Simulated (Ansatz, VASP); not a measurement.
## LuCuSeS: VASP beside Ansatz

Wanted: the spread between two codes on one cell, functional and k mesh. The cell is invented: As first built, before any earlier steps moved the atoms (in the runner's words): Se for half of the S in the LuCuS2 structure of space group P3m1. It may not be a known or stable phase. The two relaxations start from unlike cells of this crystal (the structure described is Ansatz's start), so only their ends are compared.

Method: plane waves, with VASP 6.6.1 beside it; relaxation of cell and atoms at PBE, in Ansatz 0.2.0.

## (1) Set-up

It takes space group P3m1 (No. 156, trigonal). Conventional cell: a = 3.888 Å, b = 3.888 Å, c = 6.158 Å, α = 90.00°, β = 90.00°, γ = 120.00°. Lu has 3 Se at 2.65 Å and 3 S at 2.78 Å nearest. Nearest to Cu lie 1 Se at 2.31 Å and 3 S at 2.38 Å. Se has 1 Cu at 2.31 Å and 3 Lu at 2.65 Å nearest. S has 3 Cu at 2.38 Å and 3 Lu at 2.78 Å nearest. It derives from LuCuS2. As first built, before any earlier steps moved the atoms (in the runner's words): Se for half of the S in the LuCuS2 structure of space group P3m1. Farther neighbours and most contacts between anions are not listed.

As a file:

```
Lu Cu Se S
1.0
     3.88801    0.00000    0.00000
    -1.94400    3.36711    0.00000
     0.00000    0.00000    6.15775
Lu Cu Se S
1 1 1 1
Direct
  0.33333 0.66667 0.00287
  0.66667 0.33333 0.39768
  0.66667 0.33333 0.77343
  0.00000 0.00000 0.26903
```

## (2) VASP: relaxation of cell and atoms, PBE

The relaxed volume is the usual yardstick between codes: in a stiff, nearly cubic crystal its relative difference is about their pressure difference at one cell divided by the bulk modulus.

Lines of VASP's logs that name or quote its potential files are left out, and so is its time.

The input, INCAR:

```
SYSTEM = LuCuSeS
PREC = Accurate
ENCUT = 600
EDIFF = 1E-07
NELM = 120
ISMEAR = 0
SIGMA = 0.03
LREAL = .FALSE.
ALGO = Normal
GGA = PE
NBANDS = 22
LASPH = .TRUE.
LORBIT = 11
LWAVE = .FALSE.
LCHARG = .FALSE.
ISIF = 3
IBRION = 2
NSW = 80
EDIFFG = -0.005
GGA_COMPAT = .FALSE.
NELMIN = 4
EFERMI = MIDGAP
```

The input, POSCAR:

```
LuCuSeS
1.0
    3.9149074616      0.0000000000      0.0000000000
   -1.9574537308      3.3904093498      0.0000000000
    0.0000000000      0.0000000000      6.3115162628
Lu Cu Se S
1 1 1 1
Direct
    0.3333332838      0.6666665677      0.0174913232
    0.6666667162      0.3333334323      0.3834995088
    0.6666667162      0.3333334323      0.7713901519
    0.0000000000      0.0000000000      0.2706192099
```

The input, KPOINTS:

```
Automatic mesh
0
Gamma
6 6 4
0 0 0
```

Potentials, in the order of the species: Lu_3, Cu, Se and S (PBE family, release 64).

The run is started by

```
> mpirun -np 1 vasp_std
```

Numbers of over 12 decimals in the logs are rounded to 6 here.

Log:

```text
[banner, memory and clock lines left out]
running    1 mpi-ranks, on    1 nodes
 distrk:  each k-point on    1 cores,    1 groups
 distr:  one band on    1 cores,    1 groups

 POSCAR found type information on POSCAR LuCuSeS
 POSCAR found :  4 types and       4 ions
 LDA part: xc-table for (Slater+PW92), standard interpolation
 POSCAR, INCAR and KPOINTS ok, starting setup
 FFT: planning ... GRIDC
 FFT: planning ... GRID_SOFT
 FFT: planning ... GRID
 WAVECAR not read
 entering main loop
       N       E                     dE             d eps       ncg     rms          rms(c)
DAV:   1     0.206976351599E+03    0.20698E+03   -0.14983E+04  1578   0.181E+03
DAV:   2    -0.424062313807E+01   -0.21122E+03   -0.20044E+03  1662   0.533E+02
DAV:   3    -0.218829801850E+02   -0.17642E+02   -0.17161E+02  1856   0.117E+02
DAV:   4    -0.224645941936E+02   -0.58161E+00   -0.57908E+00  1632   0.183E+01
DAV:   5    -0.224873559940E+02   -0.22762E-01   -0.22584E-01  1528   0.347E+00    0.262E+01
DAV:   6    -0.231264653155E+02   -0.63911E+00   -0.28831E+01  1752   0.125E+02    0.166E+01
DAV:   7    -0.206712647156E+02    0.24552E+01   -0.12283E+01  1360   0.101E+02    0.105E+01
DAV:   8    -0.212448106249E+02   -0.57355E+00   -0.39432E+00  2048   0.317E+01    0.539E+00
DAV:   9    -0.208956458511E+02    0.34916E+00   -0.25338E+00  1808   0.466E+01    0.146E+00
DAV:  10    -0.208635387344E+02    0.32107E-01   -0.29717E-01  1700   0.184E+01    0.344E-01
DAV:  11    -0.208664499249E+02   -0.29112E-02   -0.39998E-02  1816   0.147E+00    0.296E-01
DAV:  12    -0.208661581984E+02    0.29173E-03   -0.57255E-03  1930   0.214E+00    0.163E-01
DAV:  13    -0.208663317318E+02   -0.17353E-03   -0.98409E-04  2048   0.533E-01    0.148E-01
DAV:  14    -0.208659681414E+02    0.36359E-03   -0.10590E-03  1990   0.107E+00    0.540E-02
DAV:  15    -0.208659699489E+02   -0.18075E-05   -0.21751E-04  2038   0.149E-01    0.471E-02
DAV:  16    -0.208659695017E+02    0.44726E-06   -0.32387E-05  2066   0.100E-01    0.303E-02
DAV:  17    -0.208659602405E+02    0.92612E-05   -0.29750E-05  1878   0.191E-01    0.200E-02
DAV:  18    -0.208659609532E+02   -0.71275E-06   -0.10170E-05  1640   0.185E-02    0.216E-02
DAV:  19    -0.208659601828E+02    0.77045E-06   -0.12912E-06  1804   0.994E-03    0.140E-02
DAV:  20    -0.208659598184E+02    0.36433E-06   -0.87532E-07  1820   0.105E-02    0.685E-03
DAV:  21    -0.208659597284E+02    0.90015E-07   -0.16322E-07   858   0.834E-03
   1 F= -.20865960E+02 E0= -.20865960E+02  d E =-.208660E+02
 curvature:   0.00 expect dE= 0.000E+00 dE for cont linesearch  0.000E+00
 trial: gam= 0.00000 g(F)=  0.391E-06 g(S)=  0.326E-04 ort = 0.000E+00 (trialstep = 0.100E+01)
 search vector abs. value=  0.330E-04
 bond charge predicted
       N       E                     dE             d eps       ncg     rms          rms(c)
DAV:   1    -0.208663203263E+02   -0.36051E-03   -0.65923E-03  1454   0.194E+00    0.170E-01
DAV:   2    -0.208661675767E+02    0.15275E-03   -0.36172E-03  1466   0.216E+00    0.932E-02
DAV:   3    -0.208659483396E+02    0.21924E-03   -0.99676E-04  1520   0.124E+00    0.382E-02
DAV:   4    -0.208659367380E+02    0.11602E-04   -0.14653E-04  1908   0.104E-01    0.211E-02
DAV:   5    -0.208659343358E+02    0.24022E-05   -0.89230E-06  1936   0.916E-02    0.121E-02
DAV:   6    -0.208659352706E+02   -0.93479E-06   -0.84106E-06  2092   0.411E-02    0.629E-03
DAV:   7    -0.208659346101E+02    0.66051E-06   -0.16065E-06  1566   0.804E-03    0.313E-03
DAV:   8    -0.208659345659E+02    0.44150E-07   -0.15425E-07   958   0.834E-03
   2 F= -.20865935E+02 E0= -.20865935E+02  d E =0.251625E-04
 trial-energy change:    0.000025  1 .order    0.000017   -0.000033    0.000066
 step:   0.2390(harm=  0.3322)  dis= 0.00002  next Energy=   -20.865964 (dE=-0.383E-05)
 bond charge predicted
       N       E                     dE             d eps       ncg     rms          rms(c)
DAV:   1    -0.208661825369E+02   -0.24793E-03   -0.38358E-03  1448   0.148E+00    0.128E-01
DAV:   2    -0.208660924429E+02    0.90094E-04   -0.20618E-03  1468   0.164E+00    0.702E-02
DAV:   3    -0.208659689748E+02    0.12347E-03   -0.56756E-04  1528   0.930E-01    0.294E-02
DAV:   4    -0.208659610360E+02    0.79388E-05   -0.82872E-05  2008   0.846E-02    0.159E-02
DAV:   5    -0.208659592538E+02    0.17822E-05   -0.37400E-06  1988   0.551E-02    0.977E-03
DAV:   6    -0.208659583036E+02    0.95016E-06   -0.44795E-06  2088   0.365E-02    0.457E-03
DAV:   7    -0.208659581722E+02    0.13145E-06   -0.95065E-07  1574   0.638E-03    0.225E-03
DAV:   8    -0.208659581500E+02    0.22224E-07   -0.59297E-08   708   0.311E-03
   3 F= -.20865958E+02 E0= -.20865958E+02  d E =0.157844E-05
 curvature:  -0.16 expect dE=-0.126E-06 dE for cont linesearch -0.777E-07
 trial: gam= 0.00000 g(F)=  0.345E-07 g(S)=  0.740E-06 ort =-0.397E-05 (trialstep = 0.848E+00)
 search vector abs. value=  0.774E-06
 reached required accuracy - stopping structural energy minimisation
```

OUTCAR, selected parts (step 2):

```text
ion  position               nearest neighbor table
   1  0.333  0.667  0.017-   3 2.74   3 2.74   3 2.74   4 2.77   4 2.77   4 2.77   2 3.23   2 3.23
                             2 3.23
   2  0.667  0.333  0.383-   4 2.37   4 2.37   4 2.37   3 2.45   1 3.23   1 3.23   1 3.23
   3  0.667  0.333  0.771-   2 2.45   1 2.74   1 2.74   1 2.74
   4  0.000  0.000  0.271-   2 2.37   2 2.37   2 2.37   1 2.77   1 2.77   1 2.77

  LATTYP: Found a hexagonal cell.
 ALAT       =     3.9149074616
 C/A-ratio  =     1.6121750832

 Subroutine GETGRP returns: Found  6 space group operations
 (whereof  6 operations were pure point group operations)

The static configuration has the point symmetry C_3v.

 Found     24 irreducible k-points:

   k-points           NKPTS =     24   k-points in BZ     NKDIM =     24   number of bands    NBANDS=     22

   dimension x,y,z NGX =    32 NGY =   32 NGZ =   50
   dimension x,y,z NGXF=    64 NGYF=   64 NGZF=  100

   ENCUT  =  600.0 eV  44.10 Ry    6.64 a.u.   7.82  7.82 12.61*2*pi/ulx,y,z

   NELECT =      32.0000    total number of electrons

 k-points in reciprocal lattice and weights: Automatic mesh
   0.00000000  0.00000000  0.00000000       0.007
   0.16666667  0.00000000  0.00000000       0.042
   0.33333333  0.00000000  0.00000000       0.042
   0.50000000 -0.00000000  0.00000000       0.021
   0.16666667  0.16666667  0.00000000       0.042
   0.33333333  0.16666667  0.00000000       0.083
   0.33333333  0.33333333  0.00000000       0.014
   0.00000000  0.00000000  0.25000000       0.014
   0.16666667  0.00000000  0.25000000       0.042
[...]
0.33333333  0.16666667  0.50000000       0.083
   0.33333333  0.33333333  0.50000000       0.014

 average (electrostatic) potential at core
       1 -31.4361       2 -66.7387       3 -53.3920       4 -87.9088

 E-fermi :   4.6579

 k-point     1 :       0.0000    0.0000    0.0000
  band No.  band energies     occupation
    ...
     12       2.4239      2.00000
     13       2.4239      2.00000
     14       3.7482      2.00000
     15       4.0177      2.00000
     16       4.0177      2.00000
     17       5.4510      0.00000
     18       6.5954      0.00000
     19       6.6683      0.00000
     20       6.6683      0.00000
     21       8.3308      0.00000
    ...

 k-point     2 :       0.1667    0.0000    0.0000
  band No.  band energies     occupation
    ...
     12       1.9109      2.00000
     13       2.4514      2.00000
     14       2.9173      2.00000
     15       3.5706      2.00000
     16       3.6396      2.00000
     17       5.8885      0.00000
     18       6.6197      0.00000
     19       7.2764      0.00000
     20       7.4852      0.00000
     21       8.4485      0.00000
    ...

 k-point     3 :       0.3333    0.0000    0.0000
  band No.  band energies     occupation
    ...
     12       1.6478      2.00000
     13       2.2980      2.00000
     14       2.4528      2.00000
     15       2.7636      2.00000
     16       2.9671      2.00000
     17       5.5891      0.00000
     18       7.3977      0.00000
     19       8.0785      0.00000
     20       8.7536      0.00000
     21       9.3931      0.00000
    ...

  Total        0.0055286      0.0055286      0.0004547      0.0000000      0.0000000      0.0000000
  in kB        0.1057626      0.1057626      0.0086979      0.0000000      0.0000000      0.0000000
  external PRESSURE =       0.0734077 kB  Pullay stress =       0.0000000 kB

  energy-cutoff  :      600.00
  volume of cell :       83.75
      direct lattice vectors                 reciprocal lattice vectors
     3.914580344 -0.000000000  0.000000000     0.255455224  0.147487141  0.000000000
    -1.957290172  3.390126058 -0.000000000     0.000000000  0.294974282  0.000000000
     0.000000000 -0.000000000  6.310934325     0.000000000  0.000000000  0.158455143

 POSITION                                       TOTAL-FORCE (eV/Angst)
 -----------------------------------------------------------------------------------
     -0.00000      2.26008      0.11038        -0.000000     -0.000000     -0.000235
      1.95729      1.13004      2.42024         0.000000      0.000000      0.000616
      1.95729      1.13004      4.86822        -0.000000     -0.000000      0.000131
     -0.00000     -0.00000      1.70784        -0.000000      0.000000     -0.000512
 -----------------------------------------------------------------------------------
    total drift:                                0.000001     -0.000192      0.000623

  FREE ENERGIE OF THE ION-ELECTRON SYSTEM (eV)
  ---------------------------------------------------
  free  energy   TOTEN  =       -20.8659581500 eV

  energy  without entropy=      -20.8659581500  energy(sigma->0) =      -20.86595815

 reached required accuracy - stopping structural energy minimisation

 total charge
# of ion       s       p       d       tot
------------------------------------------
    1        0.350   6.584   1.000   7.934
    2        0.345   0.324   9.263   9.933
    3        1.434   2.483   0.025   3.942
    4        1.310   2.420   0.000   3.729
--------------------------------------------------
tot          3.439  11.811  10.288  25.538

[... 3 further parts left out ...]
```

The data set Lu_3 holds the 4f electrons frozen in the core, so no f bands or f moments appear. This run has no spin polarisation, so a moment on Cu, if there is one, isn't seen. The run keeps the 6 symmetry operations of its start, so it cannot find a distortion of lower symmetry.

[end of part 1 of 2]

[Lines on the potential files, build, host, timing and source positions are cut from VASP's logs without a mark.]

[Logs are printed without paths, hosts, clocks, repeated set-up lines and the standing remarks that a program may print on its own settings, such as how far it seeks lower states.]

[Hosts, paths, dates, database ids (printed as entryN), source tags and the programs' standing remarks are cut or masked in the printed files.]
